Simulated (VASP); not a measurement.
A convergence study with VASP on Co (hcp): one setting is varied, all else stays as given below, so the limit is that of these other settings.

```
Co
1.0
    1.25500    -2.17372     0.00000
    1.25500     2.17372     0.00000
    0.00000     0.00000     4.07000
Co
2
Direct
  0.33333   0.66667   0.25000
  0.66667   0.33333   0.75000
```
Starting moments (μB, in the order of the record's atoms Co Co): 1.8 1.8.

The numbers are results of PBEsol GGA, VASP's PBE PAW potentials (set 64) (plane waves; VASP 6.6.1), not measurements. The tightest run used: 550 eV cut-off, 27×27×14 Γ-centred mesh, tetrahedra with Blöchl corrections, potentials Co.

**Question.** The settings run are 3×3×2 mesh; 4×4×2 mesh; 5×5×3 mesh; 6×6×3 mesh; 7×7×4 mesh; 8×8×4 mesh; 9×9×5 mesh; 10×10×5 mesh; 11×11×6 mesh; 12×12×6 mesh; 13×13×7 mesh; 14×14×7 mesh; 16×16×8 mesh; 17×17×9 mesh; 18×18×9 mesh; 19×19×10 mesh; 20×20×11 mesh; 21×21×11 mesh; 22×22×12 mesh; 23×23×12 mesh; 24×24×13 mesh; 25×25×13 mesh; 26×26×14 mesh; 27×27×14 mesh. From which on does the energy per atom stay within 0.005 eV/atom of the tightest run?

**Answer.** From 8×8×4 mesh on: it is off by 0.0013 there and by no more than 0.005 in any finer run, while 7×7×4 mesh is off by 0.0116.
```tsv
setting	E (eV/atom)	pressure (GPa)	moment (μB)	irreducible k-points	difference judged (eV/atom)
3×3×2 mesh	-7.8578	-16.73	2.958	6	0.1595
4×4×2 mesh	-7.6968	-18.60	2.644	8	0.0014
5×5×3 mesh	-7.7201	-14.74	3.217	10	0.0218
6×6×3 mesh	-7.7171	-16.07	3.092	14	0.0188
7×7×4 mesh	-7.6867	-15.76	3.079	24	0.0116
8×8×4 mesh	-7.6996	-15.77	3.110	30	0.0013
9×9×5 mesh	-7.6954	-15.41	3.151	36	0.0028
10×10×5 mesh	-7.7003	-15.15	3.189	42	0.0021
11×11×6 mesh	-7.6986	-15.36	3.165	64	0.0003
12×12×6 mesh	-7.6987	-15.18	3.185	76	0.0005
13×13×7 mesh	-7.6990	-15.17	3.191	84	0.0007
14×14×7 mesh	-7.6979	-15.08	3.200	96	0.0003
16×16×8 mesh	-7.6977	-15.06	3.203	150	0.0006
17×17×9 mesh	-7.6984	-15.01	3.211	165	0.0002
18×18×9 mesh	-7.6982	-15.01	3.212	185	0.0001
19×19×10 mesh	-7.6984	-14.98	3.215	240	0.0001
20×20×11 mesh	-7.6982	-14.98	3.216	264	0.0000
21×21×11 mesh	-7.6982	-14.94	3.220	288	0.0000
22×22×12 mesh	-7.6983	-14.96	3.219	364	0.0001
23×23×12 mesh	-7.6981	-14.94	3.220	392	0.0002
24×24×13 mesh	-7.6983	-14.93	3.223	427	0.0001
25×25×13 mesh	-7.6982	-14.93	3.223	455	0.0001
26×26×14 mesh	-7.6983	-14.92	3.224	560	0.0000
27×27×14 mesh	-7.6983	-14.92	3.224	600	0.0000
```

Left out are rungs that failed or repeat a setting and relaxations that didn't move; long series are thinned to 24 rows.

The compound is Co in the hcp structure. The cell was not relaxed at this level. The spin order is the one that the start imposed; others were not tried in this run.
